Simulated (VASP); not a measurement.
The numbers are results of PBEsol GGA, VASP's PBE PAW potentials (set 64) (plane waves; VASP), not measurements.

Input for VASP

POSCAR:
```
WSe2
1
    1.6127692825    -2.7933978480     0.0000000000
    1.6127692825     2.7933978480     0.0000000000
    0.0000000000     0.0000000000    12.3454745136
W Se
2 4
Direct
  0.3333330000   0.6666670000   0.2500000000
  0.6666670000   0.3333330000   0.7500000000
  0.3333330000   0.6666670000   0.8864436091
  0.6666670000   0.3333330000   0.3864436091
  0.6666670000   0.3333330000   0.1135563909
  0.3333330000   0.6666670000   0.6135563909
```

KPOINTS:
```
kpoints
0
Gamma
  8 8 2
0 0 0
```

### INCAR
```
SYSTEM  =  WSe2
PREC  =  Accurate; ENCUT  =  500; LREAL  =  .FALSE.
LASPH  =  .TRUE.
EDIFF  =  1E-6; NELM  =  100; ALGO  =  Normal
LMAXMIX  =  6
ISMEAR  =  0; SIGMA  =  0.05
GGA  =  PS
IBRION  =  2; NSW  =  40; ISIF  =  3
EDIFFG  =  -0.02; PSTRESS  =  100
LWAVE  =  .FALSE.; LCHARG  =  .FALSE.
```

POTCAR, in this order: W_sv Se (PBE.64 set). Program: vasp_std.

The resulting files:

**OUTCAR**
```
 ion  position               nearest neighbor table
   1  0.333  0.667  0.250-   4 2.51   5 2.51   4 2.51   5 2.51   4 2.51   5 2.51
   2  0.667  0.333  0.750-   3 2.51   6 2.51   3 2.51   6 2.51   3 2.51   6 2.51
   3  0.333  0.667  0.886-   2 2.51   2 2.51   2 2.51
   4  0.667  0.333  0.386-   1 2.51   1 2.51   1 2.51
   5  0.667  0.333  0.114-   1 2.51   1 2.51   1 2.51
   6  0.333  0.667  0.614-   2 2.51   2 2.51   2 2.51
  LATTYP: Found a hexagonal cell.
 ALAT       =     3.2255381405
 C/A-ratio  =     3.8274154500
 Subroutine PRICEL returns:
 Original cell was already a primitive cell.
 Subroutine GETGRP returns: Found 24 space group operations
The static configuration has the point symmetry D_3d.
 The point group associated with its full space group is D_6h.
The dynamic configuration has the point symmetry D_3d.
 Subroutine INISYM returns: Found 24 space group operations
 Subroutine IBZKPT returns following result:
 Found     20 irreducible k-points:

 Following reciprocal coordinates:
            Coordinates               Weight
  0.000000  0.000000  0.000000      1.000000
  0.125000 -0.000000  0.000000      6.000000
  0.250000 -0.000000  0.000000      6.000000
  0.375000  0.000000  0.000000      6.000000
  0.500000 -0.000000  0.000000      3.000000
  0.125000  0.125000  0.000000      6.000000
  0.250000  0.125000  0.000000     12.000000
  0.375000  0.125000  0.000000     12.000000
  0.250000  0.250000  0.000000      6.000000
  0.375000  0.250000  0.000000      6.000000
  0.000000  0.000000  0.500000      1.000000
  0.125000 -0.000000  0.500000      6.000000
  0.250000 -0.000000  0.500000      6.000000
  0.375000  0.000000  0.500000      6.000000
  0.500000 -0.000000  0.500000      3.000000
  0.125000  0.125000  0.500000      6.000000
  0.250000  0.125000  0.500000     12.000000
  0.375000  0.125000  0.500000     12.000000
  0.250000  0.250000  0.500000      6.000000
  0.375000  0.250000  0.500000      6.000000
   k-points           NKPTS =     20   k-points in BZ     NKDIM =     20   number of bands    NBANDS=     31
   number of dos      NEDOS =    301   number of ions     NIONS =      6
   total plane-waves  NPLWV =  51840
   dimension x,y,z NGX =    24 NGY =   24 NGZ =   90
   dimension x,y,z NGXF=    48 NGYF=   48 NGZF=  180
   ions per type =               2   4
   PREC   = accura    normal or accurate (medium, high low for compatibility)
   ISTART =      0    job   : 0-new  1-cont  2-samecut
   ICHARG =      2    charge: 1-file 2-atom 10-const
   ISPIN  =      1    spin polarized calculation?
   LNONCOLLINEAR =      F non collinear calculations
   LSORBIT =      F    spin-orbit coupling
   INIWAV =      1    electr: 0-lowe 1-rand  2-diag
   ENCUT  =  500.0 eV  36.75 Ry    6.06 a.u.   5.88  5.88 22.51*2*pi/ulx,y,z
   NELM   =    100;   NELMIN=  2; NELMDL= -5     # of ELM steps
   EDIFF  = 0.1E-05   stopping-criterion for ELM
   LREAL  =      F    real-space projection
   NLSPLINE    = F    spline interpolate recip. space projectors
   LMAXMIX     =    6 max onsite mixed and CHGCAR
   VOSKOWN=      0    Vosko Wilk Nusair interpolation
   EDIFFG = -.2E-01   stopping-criterion for IOM
   NSW    =     40    number of steps for IOM
   NBLOCK =      1;   KBLOCK =     40    inner block; outer block
   IBRION =      2    ionic relax: 0-MD 1-quasi-New 2-CG
   NFREE  =      1    steps in history (QN), initial steepest desc. (CG)
   ISIF   =      3    stress and relaxation
   ISYM   =      2    0-nonsym 1-usesym 2-fastsym
   TEIN   =    0.0    initial temperature
   TEBEG  =    0.0;   TEEND  =   0.0 temperature during run
   SMASS  =  -3.00    Nose mass-parameter (am)
   PSTRESS=  100.0 pullay stress
   NELECT =      52.0000    total number of electrons
   EFERMI =   0.00;   METHOD = LEGACY
...
```

File OSZICAR:
```
...
DAV:   9    -0.464030881645E+02   -0.10653E-02   -0.54768E-02  1547   0.118E+00    0.757E-01
DAV:  10    -0.464012925161E+02    0.17956E-02   -0.15355E-02  1606   0.811E-01    0.136E-01
DAV:  11    -0.464012735499E+02    0.18966E-04   -0.15657E-03  1511   0.244E-01    0.145E-01
DAV:  12    -0.464012435983E+02    0.29952E-04   -0.66514E-05  1571   0.517E-02    0.810E-02
DAV:  13    -0.464012353986E+02    0.81997E-05   -0.94720E-05  1523   0.548E-02    0.100E-02
DAV:  14    -0.464012349347E+02    0.46383E-06   -0.31295E-06  1191   0.122E-02
   1 F= -.39458474E+02 E0= -.39458474E+02  d E =-.394585E+02
       N       E                     dE             d eps       ncg     rms          rms(c)
DAV:   1    -0.481145846996E+02   -0.17133E+01   -0.62040E+01  1331   0.681E+01    0.201E+01
DAV:   2    -0.461304629003E+02    0.19841E+01   -0.91127E+00  1365   0.215E+01    0.493E+00
DAV:   3    -0.457282712718E+02    0.40219E+00   -0.13742E+00  1444   0.572E+00    0.177E+00
DAV:   4    -0.456687442910E+02    0.59527E-01   -0.23837E-01  1423   0.313E+00    0.178E+00
DAV:   5    -0.456607037689E+02    0.80405E-02   -0.32233E-02  1513   0.120E+00    0.865E-01
DAV:   6    -0.456581000528E+02    0.26037E-02   -0.13010E-02  1642   0.603E-01    0.189E-01
DAV:   7    -0.456580290251E+02    0.71028E-04   -0.16688E-03  1428   0.263E-01    0.704E-02
DAV:   8    -0.456580191669E+02    0.98582E-05   -0.73376E-05  1504   0.575E-02    0.435E-02
DAV:   9    -0.456580178108E+02    0.13561E-05   -0.12774E-05  1431   0.247E-02    0.122E-02
DAV:  10    -0.456580174190E+02    0.39179E-06   -0.10601E-06   944   0.533E-03
   2 F= -.39274059E+02 E0= -.39274059E+02  d E =0.184415E+00
       N       E                     dE             d eps       ncg     rms          rms(c)
DAV:   1    -0.475152049295E+02   -0.18572E+01   -0.31096E+01  1324   0.505E+01    0.131E+01
DAV:   2    -0.465468146302E+02    0.96839E+00   -0.64602E+00  1421   0.166E+01    0.348E+00
DAV:   3    -0.463207138059E+02    0.22610E+00   -0.14410E+00  1419   0.489E+00    0.146E+00
DAV:   4    -0.462729952726E+02    0.47719E-01   -0.19819E-01  1429   0.289E+00    0.909E-01
DAV:   5    -0.462712991713E+02    0.16961E-02   -0.27395E-02  1570   0.969E-01    0.797E-01
DAV:   6    -0.462696819319E+02    0.16172E-02   -0.10405E-02  1474   0.519E-01    0.241E-01
DAV:   7    -0.462694652333E+02    0.21670E-03   -0.14794E-03  1387   0.281E-01    0.109E-01
DAV:   8    -0.462694690535E+02   -0.38202E-05   -0.13765E-04  1511   0.665E-02    0.306E-02
DAV:   9    -0.462694620911E+02    0.69624E-05   -0.35632E-05  1325   0.284E-02    0.920E-03
DAV:  10    -0.462694624678E+02   -0.37669E-06   -0.43513E-06  1322   0.980E-03
   3 F= -.39504242E+02 E0= -.39504242E+02  d E =-.457682E-01
       N       E                     dE             d eps       ncg     rms          rms(c)
DAV:   1    -0.462659331621E+02    0.35289E-02   -0.22391E+00  1368   0.103E+01    0.158E+00
DAV:   2    -0.462326822365E+02    0.33251E-01   -0.16808E-01  1371   0.289E+00    0.536E-01
DAV:   3    -0.462249701502E+02    0.77121E-02   -0.19497E-02  1511   0.730E-01    0.400E-01
DAV:   4    -0.462238139915E+02    0.11562E-02   -0.37351E-03  1331   0.370E-01    0.355E-01
DAV:   5    -0.462234979601E+02    0.31603E-03   -0.10175E-03  1460   0.189E-01    0.685E-02
DAV:   6    -0.462234374068E+02    0.60553E-04   -0.34083E-04  1646   0.906E-02    0.222E-02
DAV:   7    -0.462234356370E+02    0.17698E-05   -0.43968E-05  1524   0.382E-02    0.109E-02
DAV:   8    -0.462234355697E+02    0.67317E-07   -0.20269E-06   945   0.797E-03
   4 F= -.39527111E+02 E0= -.39527111E+02  d E =-.228688E-01
       N       E                     dE             d eps       ncg     rms          rms(c)
DAV:   1    -0.462038574492E+02    0.19578E-01   -0.43770E-01  1368   0.455E+00    0.700E-01
DAV:   2    -0.461973366047E+02    0.65208E-02   -0.33276E-02  1378   0.129E+00    0.241E-01
DAV:   3    -0.461958169625E+02    0.15196E-02   -0.39544E-03  1497   0.326E-01    0.175E-01
DAV:   4    -0.461955825593E+02    0.23440E-03   -0.77457E-04  1345   0.169E-01    0.156E-01
DAV:   5    -0.461955272214E+02    0.55338E-04   -0.19229E-04  1453   0.820E-02    0.319E-02
DAV:   6    -0.461955151527E+02    0.12069E-04   -0.72339E-05  1581   0.414E-02    0.103E-02
DAV:   7    -0.461955147081E+02    0.44465E-06   -0.92260E-06  1349   0.175E-02
   5 F= -.39529467E+02 E0= -.39529467E+02  d E =-.252256E-01
       N       E                     dE             d eps       ncg     rms          rms(c)
DAV:   1    -0.462067844643E+02   -0.11269E-01   -0.18761E+00  1248   0.907E+00    0.118E+00
DAV:   2    -0.461757471356E+02    0.31037E-01   -0.27647E-01  1474   0.315E+00    0.627E-01
DAV:   3    -0.461695509193E+02    0.61962E-02   -0.20654E-02  1430   0.720E-01    0.284E-01
DAV:   4    -0.461674341678E+02    0.21168E-02   -0.68693E-03  1401   0.445E-01    0.118E-01
DAV:   5    -0.461674287937E+02    0.53741E-05   -0.38732E-04  1497   0.116E-01    0.849E-02
DAV:   6    -0.461674316195E+02   -0.28258E-05   -0.54438E-05  1475   0.385E-02    0.225E-02
DAV:   7    -0.461674205800E+02    0.11040E-04   -0.43252E-05  1473   0.297E-02    0.380E-03
DAV:   8    -0.461674202707E+02    0.30933E-06   -0.12430E-06   830   0.624E-03
   6 F= -.39539532E+02 E0= -.39539532E+02  d E =-.100645E-01
       N       E                     dE             d eps       ncg     rms          rms(c)
DAV:   1    -0.461620752254E+02    0.53454E-02   -0.92750E-01  1240   0.641E+00    0.837E-01
DAV:   2    -0.461467578224E+02    0.15317E-01   -0.13371E-01  1467   0.222E+00    0.440E-01
DAV:   3    -0.461437553092E+02    0.30025E-02   -0.99660E-03  1430   0.502E-01    0.200E-01
DAV:   4    -0.461427148291E+02    0.10405E-02   -0.32882E-03  1394   0.308E-01    0.835E-02
DAV:   5    -0.461427107081E+02    0.41210E-05   -0.19060E-04  1491   0.820E-02    0.598E-02
DAV:   6    -0.461427121906E+02   -0.14825E-05   -0.27102E-05  1468   0.274E-02    0.151E-02
DAV:   7    -0.461427070798E+02    0.51107E-05   -0.19662E-05  1422   0.201E-02    0.257E-03
DAV:   8    -0.461427068956E+02    0.18421E-06   -0.59617E-07   732   0.465E-03
   7 F= -.39541744E+02 E0= -.39541744E+02  d E =-.122763E-01
       N       E                     dE             d eps       ncg     rms          rms(c)
DAV:   1    -0.462075998247E+02   -0.64893E-01   -0.58779E-01  1282   0.648E+00    0.179E+00
DAV:   2    -0.461933553563E+02    0.14244E-01   -0.64091E-02  1392   0.182E+00    0.430E-01
DAV:   3    -0.461899452084E+02    0.34101E-02   -0.15856E-02  1499   0.580E-01    0.181E-01
DAV:   4    -0.461892978599E+02    0.64735E-03   -0.29167E-03  1478   0.330E-01    0.110E-01
DAV:   5    -0.461892396599E+02    0.58200E-04   -0.33761E-04  1492   0.116E-01    0.996E-02
DAV:   6    -0.461892213513E+02    0.18309E-04   -0.94845E-05  1528   0.535E-02    0.242E-02
DAV:   7    -0.461892182874E+02    0.30639E-05   -0.24572E-05  1416   0.366E-02    0.134E-02
DAV:   8    -0.461892180535E+02    0.23392E-06   -0.14558E-06   867   0.880E-03
   8 F= -.39539287E+02 E0= -.39539287E+02  d E =0.245668E-02
       N       E                     dE             d eps       ncg     rms          rms(c)
DAV:   1    -0.461660873703E+02    0.23131E-01   -0.30994E-01  1289   0.469E+00    0.132E+00
DAV:   2    -0.461585419158E+02    0.75455E-02   -0.33069E-02  1370   0.131E+00    0.311E-01
DAV:   3    -0.461567581354E+02    0.17838E-02   -0.78229E-03  1513   0.413E-01    0.128E-01
DAV:   4    -0.461564507605E+02    0.30737E-03   -0.14263E-03  1456   0.232E-01    0.837E-02
DAV:   5    -0.461564293228E+02    0.21438E-04   -0.17297E-04  1491   0.833E-02    0.722E-02
DAV:   6    -0.461564293417E+02   -0.18839E-07   -0.47785E-05  1513   0.378E-02    0.159E-02
DAV:   7    -0.461564279425E+02    0.13992E-05   -0.11454E-05  1411   0.250E-02    0.873E-03
DAV:   8    -0.461564278393E+02    0.10318E-06   -0.67557E-07   725   0.603E-03
   9 F= -.39542147E+02 E0= -.39542147E+02  d E =-.403649E-03
```

**OUTCAR**
```
------------------------ aborting loop because EDIFF is reached ----------------------------------------
  FORCE on cell =-STRESS in cart. coord.  units (eV):
  Direction    XX          YY          ZZ          XY          YZ          ZX
  --------------------------------------------------------------------------------------
  Total        6.6567195      6.6567160      6.5463037      0.0000000     -0.0000000      0.0000000
  in kB      100.6416264    100.6415736     98.9722718      0.0000000     -0.0000000      0.0000000
  external PRESSURE =       0.0851573 kB  Pullay stress =     100.0000000 kB
  volume of cell :      105.97
      direct lattice vectors                 reciprocal lattice vectors
     1.592235175 -2.757831499  0.000000000     0.314023963 -0.181301867 -0.000000000
     1.592235175  2.757831499  0.000000000     0.314023963  0.181301867 -0.000000000
     0.000000000  0.000000000 12.066692707    -0.000000000 -0.000000000  0.082872749
 POSITION                                       TOTAL-FORCE (eV/Angst)
 -----------------------------------------------------------------------------------
      1.59224      0.91928      3.01667         0.000000      0.000000      0.000000
      1.59224     -0.91928      9.05002        -0.000000     -0.000000      0.000000
      1.59224      0.91928     10.74082         0.000000     -0.000000     -0.013840
      1.59224     -0.91928      4.70747        -0.000000      0.000000     -0.013840
      1.59224     -0.91928      1.32587         0.000000      0.000000      0.013840
      1.59224      0.91928      7.35922        -0.000000      0.000000      0.013840
 -----------------------------------------------------------------------------------
    total drift:                                0.000000      0.000998     -0.000035
  FREE ENERGIE OF THE ION-ELECTRON SYSTEM (eV)
  ---------------------------------------------------
  free  energy   TOTEN  =       -46.1564278393 eV

  energy  without entropy=      -46.1564278393  energy(sigma->0) =      -46.15642784
  enthalpy is  TOTEN    =       -39.5421473490 eV   P V=        6.6142804903

 reached required accuracy - stopping structural energy minimisation
```
(Selected blocks of OUTCAR.)

**CONTCAR**
```
WSe2
   1.00000000000000
     1.5922351754231152   -2.7578314989031876    0.0000000000000000
     1.5922351754231152    2.7578314989031876    0.0000000000000000
     0.0000000000000000    0.0000000000000000   12.0666927069388858
  W               Se
     2     4
Direct
     0.3333330000000032    0.6666669999999968    0.2500000000000000
     0.6666669999999968    0.3333330000000032    0.7500000000000000
     0.3333330000000032    0.6666669999999968    0.8901213817061426
     0.6666669999999968    0.3333330000000032    0.3901213817061429
     0.6666669999999968    0.3333330000000032    0.1098786182938572
     0.3333330000000032    0.6666669999999968    0.6098786182938574
```

Energy and stress use the plane-wave basis of the starting cell. Without a dispersion term in the relaxation, distances and binding between the weakly bound layers, chains or molecules are unreliable, and so is what depends on them.

The compound is WSe2 in the 2H layered structure. This run relaxes it under an external pressure of 10 GPa. Symmetry was kept, so distortions that lower it aren't found.
